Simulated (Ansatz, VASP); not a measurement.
# H23C11 (amorphous polyisobutylene at 640 K) in two plane-wave programs, part 2 of 2

Aim: how closely do two programs agree when they are given the same cell, functional and k mesh? Of the first pair: The structure shown is the start of the Ansatz relaxation below; VASP solves that cell, so the two are compared at the walk's first step.

VASP 6.6.1 and Ansatz 0.2.0.

So far. Step 3 (VASP: single point, PBE with D3(BJ), start cell, pair 1): The run ends at a pressure of 2.22 GPa, with forces up to 7.1 eV/Å.

## 5. Ansatz: relaxation, PBE with D3(BJ)

Level of this step: Ansatz beside VASP: Kohn-Sham DFT, plane waves, PBE with D3(BJ) (Ansatz).

This run makes the geometry at which the two programs are then compared.

The structure compared here is the end of the Ansatz relaxation.

input.yaml reads:

```yaml
crystal:
  lattice:
    - [11.42893, 0.0, 0.0]
    - [0.0, 11.42893, 0.0]
    - [0.0, 0.0, 11.42893]
  atoms:
    - { symbol: C, position: [0.04182, 0.59696, 0.89819] }
    - { symbol: C, position: [0.99602, 0.54458, 0.77686] }
    - { symbol: C, position: [0.92168, 0.42618, 0.78836] }
    - { symbol: C, position: [0.81966, 0.4369, 0.88418] }
    - { symbol: C, position: [0.00534, 0.32859, 0.83357] }
    - { symbol: C, position: [0.87375, 0.40734, 0.66394] }
    - { symbol: C, position: [0.94003, 0.40287, 0.55714] }
    - { symbol: C, position: [0.98737, 0.51187, 0.5044] }
    - { symbol: C, position: [0.04866, 0.32523, 0.57175] }
    - { symbol: C, position: [0.8533, 0.35932, 0.4607] }
    - { symbol: C, position: [0.88642, 0.30041, 0.34833] }
    - { symbol: C, position: [0.76484, 0.28603, 0.28399] }
    - { symbol: C, position: [0.96973, 0.37951, 0.26898] }
    - { symbol: C, position: [0.93195, 0.17334, 0.36894] }
    - { symbol: C, position: [0.98126, 0.10423, 0.2726] }
    - { symbol: C, position: [0.10072, 0.15294, 0.22663] }
    - { symbol: C, position: [0.02621, 0.98523, 0.31927] }
    - { symbol: C, position: [0.90536, 0.08265, 0.16376] }
    - { symbol: C, position: [0.91052, 0.98325, 0.07119] }
    - { symbol: C, position: [0.8164, 0.0247, 0.98464] }
    - { symbol: C, position: [0.85672, 0.86778, 0.12053] }
    - { symbol: C, position: [0.02773, 0.9738, 0.00043] }
    - { symbol: H, position: [0.97624, 0.66643, 0.93059] }
    - { symbol: H, position: [0.12846, 0.63648, 0.88442] }
    - { symbol: H, position: [0.05107, 0.53913, 0.96886] }
    - { symbol: H, position: [0.07488, 0.54353, 0.72616] }
    - { symbol: H, position: [0.93614, 0.60949, 0.74286] }
    - { symbol: H, position: [0.76009, 0.51124, 0.85845] }
    - { symbol: H, position: [0.84716, 0.46304, 0.97072] }
    - { symbol: H, position: [0.76491, 0.34888, 0.87767] }
[... 100 atom lines left out ...]
    - { symbol: H, position: [0.44918, 0.71808, 0.07715] }
    - { symbol: H, position: [0.33139, 0.63048, 0.02372] }
    - { symbol: H, position: [0.31076, 0.72405, 0.14068] }
    - { symbol: H, position: [0.36014, 0.37517, 0.19728] }
    - { symbol: H, position: [0.28318, 0.46479, 0.09759] }
    - { symbol: H, position: [0.25351, 0.46237, 0.25566] }
kpoints:
  mp_grid: { grid: [1, 1, 1] }
hamiltonian:
  xc: pbe
  dispersion: d3bj
scf:
  occupations: { method: fixed }
output:
  forces: true
relax:
  f_tol: 0.05
  max_steps: 120
```

Launch:

```bash
$ ansatz run input.yaml --threads 4 --pin off --max-ram 8192MiB --backend cpu --events-out ev --progress --plain --runs-dir out
```

Numbers of over 12 decimals in the logs are rounded to 6 here.

The log of the run:

```text
[...]
Crystal: 136 atoms, lattice volume = 1492.852 Å³
Basis set: ecut = 420 eV, 29039 PW (Γ), exchange–correlation on 160×160×160 points (8 copies of the dense FFT grid, shifted against one another)
Bands: 270, of which v1, the nominal top of the filled ones, is band 134 counted from 1 (133 counted from 0)
Symmetry: 1 space group operations
[...]
k-points: 1
[...]
- { symbol: C, position: [0.418954, 0.934535, 0.762660] }
    - { symbol: C, position: [0.512055, 0.873364, 0.838944] }
[...]
- { symbol: C, position: [0.383187, 0.562756, 0.178641] }
    - { symbol: C, position: [0.487321, 0.479532, 0.161118] }
    - { symbol: C, position: [0.378720, 0.650287, 0.076206] }
    - { symbol: C, position: [0.270455, 0.488693, 0.173154] }
[...]
- { symbol: H, position: [0.304061, 0.710354, 0.085513] }
    - { symbol: H, position: [0.269507, 0.421633, 0.242243] }
    - { symbol: H, position: [0.263528, 0.443798, 0.088289] }
    - { symbol: H, position: [0.192027, 0.543565, 0.183876] }
```

## 6. VASP: single point, PBE with D3(BJ), relaxed cell, pair 2

The same cell, functional and mesh now go to VASP, with its own data sets.

INCAR reads:

```
SYSTEM = H23C11
PREC = Accurate
ENCUT = 520
EDIFF = 1E-06
NELM = 120
ISMEAR = 0
SIGMA = 0.01
LREAL = Auto
ALGO = Normal
GGA = PE
IVDW = 12
NBANDS = 229
LORBIT = 11
LWAVE = .FALSE.
LCHARG = .FALSE.
ISIF = 2
LASPH = .TRUE.
GGA_COMPAT = .FALSE.
EFERMI = MIDGAP
```

POSCAR reads:

```
H23C11
1.0
   11.4289300000      0.0000000000      0.0000000000
    0.0000000000     11.4289300000      0.0000000000
    0.0000000000      0.0000000000     11.4289300000
C H
44 92
Direct
    0.0518700000      0.5811800000      0.9154300000
    0.0016000000      0.5435100000      0.7971300000
    0.9189900000      0.4363500000      0.7988800000
    0.8136900000      0.4623400000      0.8792900000
    0.9822100000      0.3282300000      0.8490800000
    0.8642400000      0.4094300000      0.6765900000
    0.9332500000      0.3959000000      0.5586500000
    0.9609000000      0.5183600000      0.5090500000
    0.0486300000      0.3288200000      0.5734900000
    0.8435800000      0.3314100000      0.4772700000
    0.8681300000      0.2825200000      0.3516100000
    0.7450600000      0.2640400000      0.2984900000
    0.9326500000      0.3704400000      0.2729100000
    0.9323700000      0.1626900000      0.3663400000
    0.9924600000      0.0902800000      0.2668400000
    0.1022400000      0.1539800000      0.2207300000
    0.0349100000      0.9781200000      0.3287500000
    0.9031300000      0.0640600000      0.1678700000
    0.9189100000      0.9673800000      0.0731100000
    0.8237800000      0.9913900000      0.9804500000
    0.8960800000      0.8436900000      0.1215200000
    0.0383600000      0.9701600000      0.0117500000
    0.4895400000      0.3170900000      0.6603400000
    0.5195800000      0.2674400000      0.7808700000
    0.4430300000      0.1650600000      0.8275100000
    0.3164800000      0.2089200000      0.8422800000
    0.4924700000      0.1340000000      0.9486800000
    0.4515000000      0.0637800000      0.7363700000
    0.4189500000      0.9345300000      0.7626600000
    0.5120500000      0.8733600000      0.8389400000
[... 100 atom lines left out ...]
    0.4584100000      0.7030600000      0.0691700000
    0.3677600000      0.6032600000      0.9929200000
    0.3040600000      0.7103500000      0.0855100000
    0.2695100000      0.4216300000      0.2422400000
    0.2635300000      0.4438000000      0.0882900000
    0.1920300000      0.5435600000      0.1838800000
```

KPOINTS reads:

```
Automatic mesh
0
Gamma
1 1 1
0 0 0
```

Potentials, in the order of the species: C and H (PBE family, release 64).

Launch:

```bash
$ export OMP_NUM_THREADS=3
$ mpirun -np 1 vasp_gam
```

The log of the run:

```text
[... set-up lines as in an earlier step ...]
 entering main loop
       N       E                     dE             d eps       ncg     rms          rms(c)
DAV:   1     0.162835644527E+04    0.16284E+04   -0.12660E+05   466   0.103E+03
DAV:   2    -0.580344770512E+03   -0.22087E+04   -0.20870E+04   575   0.239E+02
DAV:   3    -0.809052144884E+03   -0.22871E+03   -0.22691E+03   596   0.776E+01
DAV:   4    -0.815676464039E+03   -0.66243E+01   -0.66047E+01   604   0.153E+01
[...]
DAV:  18    -0.739138688467E+03    0.54965E-05   -0.93149E-06   516   0.795E-03    0.514E-03
DAV:  19    -0.739138685712E+03    0.27556E-05   -0.23949E-06   452   0.502E-03    0.200E-03
DAV:  20    -0.739138685252E+03    0.45966E-06   -0.20105E-06   404   0.378E-03
   1 F= -.74508838E+03 E0= -.74508838E+03  d E =0.000000E+00
```

From OUTCAR (step 6):

```text
  FREE ENERGIE OF THE ION-ELECTRON SYSTEM (eV)
  ---------------------------------------------------
  free  energy   TOTEN  =      -745.0883751051 eV

  energy  without entropy=     -745.0883751051  energy(sigma->0) =     -745.08837511
```

The run ends at a pressure of -0.40 GPa, with forces up to 0.044 eV/Å.

## 7. Side by side

Compared:

| quantity | Ansatz | VASP | difference |
| --- | --- | --- | --- |
| gap on the k mesh (eV) | 4.976 | 4.974 | +0.003 |

At this near-relaxed geometry the largest component of a force difference is 26 meV/Å. A gap on the mesh is an upper bound, since the band edges may lie between its points.

## 8. Results

```
r.m.s. force difference (single point, PBE with D3(BJ), start cell, pair 1)           : 0.97 % of the r.m.s. force
difference in gap on the k mesh (single point, PBE with D3(BJ), relaxed cell, pair 2) : 0.0029 eV
r.m.s. force difference (single point, PBE with D3(BJ), relaxed cell, pair 2)         : 12 meV/Å
```

The r.m.s. force difference is 12 meV/Å (single point, PBE with D3(BJ), relaxed cell, pair 2), at about the 12 meV/Å picked in this series as the mark of a large difference. Such differences can come from data sets, numerical settings and the points named under the comparisons, not from the functional's error against experiment.

[Lines on the potential files, build, host, timing and source positions are cut from VASP's logs without a mark.]

[Logs are printed without paths, hosts, clocks, repeated set-up lines and the standing remarks that a program may print on its own settings, such as how far it seeks lower states.]

[Hosts, paths, dates, database ids (printed as entryN), source tags and the programs' standing remarks are cut or masked in the printed files.]
